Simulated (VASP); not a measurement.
OSZICAR of a VASP run on SrO (space group Fm-3m):

OSZICAR:
```
       N       E                     dE             d eps       ncg     rms          rms(c)
DAV:   1    -0.658551252419E+03   -0.65855E+03   -0.70289E+03   704   0.102E+03
DAV:   2    -0.724552997295E+03   -0.66002E+02   -0.61552E+02   980   0.215E+02
DAV:   3    -0.727328039070E+03   -0.27750E+01   -0.27637E+01  1044   0.401E+01
DAV:   4    -0.727369011312E+03   -0.40972E-01   -0.40964E-01   892   0.362E+00
DAV:   5    -0.175361450469E+02    0.70983E+03   -0.50872E+00   700   0.246E+01    0.163E+01
DAV:   6    -0.143628910997E+02    0.31733E+01   -0.95102E+00   744   0.261E+01    0.168E+01
DAV:   7    -0.148941758959E+02   -0.53128E+00   -0.12013E+00   824   0.747E+00    0.130E+01
DAV:   8    -0.147672753528E+02    0.12690E+00   -0.27356E-01   776   0.476E+00    0.611E+00
DAV:   9    -0.147757489818E+02   -0.84736E-02   -0.10099E-01   792   0.263E+00    0.291E+00
DAV:  10    -0.147732428419E+02    0.25061E-02   -0.33287E-03   948   0.721E-01    0.189E+00
DAV:  11    -0.147729586170E+02    0.28422E-03   -0.49371E-03   832   0.597E-01    0.136E+00
DAV:  12    -0.147733979025E+02   -0.43929E-03   -0.68781E-04   924   0.240E-01    0.825E-01
DAV:  13    -0.147735153259E+02   -0.11742E-03   -0.25165E-04   796   0.160E-01    0.452E-01
DAV:  14    -0.147736154797E+02   -0.10015E-03   -0.50552E-05   796   0.756E-02    0.264E-01
DAV:  15    -0.147736600262E+02   -0.44546E-04   -0.18638E-05   808   0.429E-02    0.165E-01
DAV:  16    -0.147736844925E+02   -0.24466E-04   -0.10607E-05   804   0.291E-02    0.103E-01
DAV:  17    -0.147736965093E+02   -0.12017E-04   -0.33281E-06   788   0.175E-02    0.615E-02
DAV:  18    -0.147737022314E+02   -0.57221E-05   -0.13469E-06   732   0.116E-02    0.365E-02
DAV:  19    -0.147737049349E+02   -0.27035E-05   -0.63289E-07   544   0.788E-03    0.220E-02
DAV:  20    -0.147737062083E+02   -0.12734E-05   -0.34705E-07   508   0.556E-03    0.134E-02
DAV:  21    -0.147737068120E+02   -0.60371E-06   -0.16331E-07   440   0.353E-03
   1 F= -.14773707E+02 E0= -.14773707E+02  d E =-.208386E-20
```

Problem. Which electronic solver shows in the log?

Solution. It is blocked Davidson (ALGO = Normal, or the opening steps of other solvers). The INCAR had ALGO = Normal.

Problem. Can the final energy be trusted as converged?

Solution. Self-consistency was reached. It stopped with EDIFF = 1E-6, NELM = 100 (PBE0 hybrid, plane waves, VASP's PBE PAW potentials (set 64)).

The structure comes from a computed database's SrO entry; how it stands against other phases isn't given here. The cell was not relaxed at this level.
